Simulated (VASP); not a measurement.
Computed with MS2 meta-GGA, VASP's PBE PAW potentials (set 64) (plane waves; VASP 6.6.1).

VASP ran on this input.

**INCAR**
```
ALGO = Normal
EDIFF = 1E-6
EDIFFG = -0.01
ENCUT = 520
IBRION = 2
ISIF = 3
ISMEAR = 0
LASPH = T
LCHARG = F
LMIXTAU = T
LREAL = F
LWAVE = F
METAGGA = MS2
NELM = 100
NSW = 60
PREC = Accurate
SIGMA = 0.05
SYSTEM = NaF
```

KPOINTS:
```
Automatic mesh
0
gamma
 9 9 9
0 0 0
```

**POSCAR**
```
NaF
1
    0.0000000000     2.2895202249     2.2895202249
    2.2895202249    -0.0000000000     2.2895202249
    2.2895202249     2.2895202249     0.0000000000
Na F
1 1
Direct
  0.0000000000   0.0000000000   0.0000000000
  0.5000000000   0.5000000000   0.5000000000
```

POTCAR, in this order: Na_pv F (PBE.64 set). Program: vasp_std.

Output of the run:

**OSZICAR**
```
       N       E                     dE             d eps       ncg     rms          rms(c)
DAV:   1     0.991957144204E+02    0.99196E+02   -0.81692E+03   806   0.153E+03
DAV:   2    -0.116698705372E+02   -0.11087E+03   -0.10135E+03   814   0.360E+02
DAV:   3    -0.174776028215E+02   -0.58077E+01   -0.57944E+01   905   0.838E+01
DAV:   4    -0.175241255481E+02   -0.46523E-01   -0.46517E-01   833   0.813E+00
DAV:   5    -0.175245926322E+02   -0.46708E-03   -0.46708E-03   899   0.854E-01    0.528E+00
DAV:   6    -0.145366154193E+02    0.29880E+01   -0.20282E+00   770   0.194E+01    0.165E+00
DAV:   7    -0.176866925134E+02   -0.31501E+01   -0.69447E+00   770   0.295E+01    0.425E+00
DAV:   8    -0.189390383888E+02   -0.12523E+01   -0.70156E-02   860   0.349E+00    0.478E+00
DAV:   9    -0.150629981143E+02    0.38760E+01   -0.65418E+00   803   0.318E+01    0.366E+00
DAV:  10    -0.142489034337E+02    0.81409E+00   -0.77097E-01   770   0.111E+01    0.179E+00
DAV:  11    -0.142959377376E+02   -0.47034E-01   -0.34946E-02   779   0.275E+00    0.179E+00
DAV:  12    -0.143417053200E+02   -0.45768E-01   -0.54805E-02   770   0.326E+00    0.123E+00
DAV:  13    -0.142759443461E+02    0.65761E-01   -0.63543E-02   770   0.287E+00    0.540E-01
DAV:  14    -0.143076492744E+02   -0.31705E-01   -0.51717E-03   776   0.101E+00    0.547E-01
DAV:  15    -0.143168335964E+02   -0.91843E-02   -0.21507E-02   770   0.202E+00    0.144E-01
DAV:  16    -0.143168446888E+02   -0.11092E-04   -0.24943E-03   866   0.574E-01    0.254E-02
DAV:  17    -0.143171983245E+02   -0.35364E-03   -0.17238E-04   779   0.213E-01    0.394E-02
DAV:  18    -0.143171579128E+02    0.40412E-04   -0.20666E-05   815   0.699E-02    0.358E-02
DAV:  19    -0.143171741729E+02   -0.16260E-04   -0.99418E-05   779   0.122E-01    0.109E-02
DAV:  20    -0.143171759075E+02   -0.17347E-05   -0.13934E-05   791   0.527E-02    0.296E-03
DAV:  21    -0.143171789196E+02   -0.30121E-05   -0.16817E-06   845   0.174E-02    0.433E-03
DAV:  22    -0.143171790796E+02   -0.16001E-06   -0.84642E-07   451   0.109E-02
   1 F= -.14317179E+02 E0= -.14317179E+02  d E =-.143172E+02
```

File OUTCAR:
```
------------------------ aborting loop because EDIFF is reached ----------------------------------------
  FORCE on cell =-STRESS in cart. coord.  units (eV):
  Direction    XX          YY          ZZ          XY          YZ          ZX
  --------------------------------------------------------------------------------------
  Total       -0.0038697     -0.0038697     -0.0038697      0.0000000     -0.0000000      0.0000000
  in kB       -0.2583031     -0.2583031     -0.2583031      0.0000000     -0.0000000      0.0000000
  external PRESSURE =      -0.2583031 kB  Pullay stress =       0.0000000 kB
  volume of cell :       24.00
      direct lattice vectors                 reciprocal lattice vectors
     0.000000000  2.289520225  2.289520225    -0.218386365  0.218386365  0.218386365
     2.289520225  0.000000000  2.289520225     0.218386365 -0.218386365  0.218386365
     2.289520225  2.289520225  0.000000000     0.218386365  0.218386365 -0.218386365
  FREE ENERGIE OF THE ION-ELECTRON SYSTEM (eV)
  ---------------------------------------------------
  free  energy   TOTEN  =       -14.3171790796 eV

  energy  without entropy=      -14.3171790796  energy(sigma->0) =      -14.31717908

 reached required accuracy - stopping structural energy minimisation
```
(Selected blocks of OUTCAR.)

The compound is NaF in the rock salt structure. It was relaxed first. The start is the result of an earlier pass.
